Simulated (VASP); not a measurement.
An input for Ansatz (written as the equivalent of a VASP run, and not itself run):

Ansatz 0.2 input:
```yaml
crystal:
  lattice:
    - [0.0000000, 2.9442499, 2.9442499]
    - [2.9442499, 0.0000000, 2.9442499]
    - [11.7818966, 11.7818966, -0.0048970]
  atoms:
    - { symbol: Cd, position: [0.0108567, 0.0108567, 0.9918575] }
    - { symbol: Cd, position: [0.9897044, 0.9897044, 0.2577217] }
    - { symbol: Cd, position: [0.9966246, 0.9966246, 0.5025316] }
    - { symbol: Cd, position: [0.0031597, 0.0031597, 0.7476303] }
    - { symbol: Se, position: [0.2471799, 0.2471799, 0.0646150] }
    - { symbol: S, position: [0.2441922, 0.2441922, 0.3168559] }
    - { symbol: S, position: [0.2507886, 0.2507886, 0.5619085] }
    - { symbol: S, position: [0.2574939, 0.2574939, 0.8068796] }
kpoints:
  mp_grid: { grid: [7, 7, 2] }
hamiltonian:
  xc: pbesol
  pseudopotentials: { kind: paw }
scf:
  occupations: { method: tetrahedron }
  max_iter: 100
output: { forces: true, stress: true, eigenvalues: true }
```

Problem. Translate this input to VASP (INCAR, KPOINTS, POSCAR, choice of POTCAR).

Solution. Several could match; the one computed here: 
POSCAR:
```
Cd4S3Se
1
   -0.0000000000     2.9442498964     2.9442498964
    2.9442498964    -0.0000000000     2.9442498964
   11.7818965787    11.7818965787    -0.0048969930
Cd Se S
4 1 3
Direct
  0.0108566721   0.0108566721   0.9918574960
  0.9897044460   0.9897044460   0.2577216655
  0.9966245656   0.9966245656   0.5025315758
  0.0031596630   0.0031596630   0.7476302528
  0.2471799366   0.2471799366   0.0646150476
  0.2441921901   0.2441921901   0.3168558575
  0.2507886288   0.2507886288   0.5619085284
  0.2574938979   0.2574938979   0.8068795766
```

**KPOINTS**
```
Regular mesh
0
Gamma
 7 7 2
0 0 0
```

**INCAR**
```
! general
SYSTEM =Cd4S3Se
PREC   =Accurate
ENCUT  =400
LREAL  =.FALSE.
LASPH  =.TRUE.

! electronic loop
EDIFF  =1E-7
NELM   =100
ALGO   =Normal
LMAXMIX=4

! smearing
ISMEAR =-5

! functional
GGA    =PS

! ions
ISIF   =2

! output
LWAVE  =.FALSE.
LCHARG =.TRUE.
LORBIT =11
NEDOS  =601

! other
LEFG   =.TRUE.
```

POTCAR, in this order: Cd Se S (PBE.64 set). Program: vasp_std.

Limits of the translation: each code has its own PAW files, so the cut-off isn't converted (ENCUT is set for VASP's; basis.ecutwfc is left out, and Ansatz then takes the one that its files recommend); Ansatz stops its SCF on the density residual and VASP on the energy change (EDIFF); the field gradients of LEFG aren't asked of the other code.

The structure was generated: Cd4S3Se was put into an ordered model structure (R3m), which need not be its known phase. It was relaxed first.
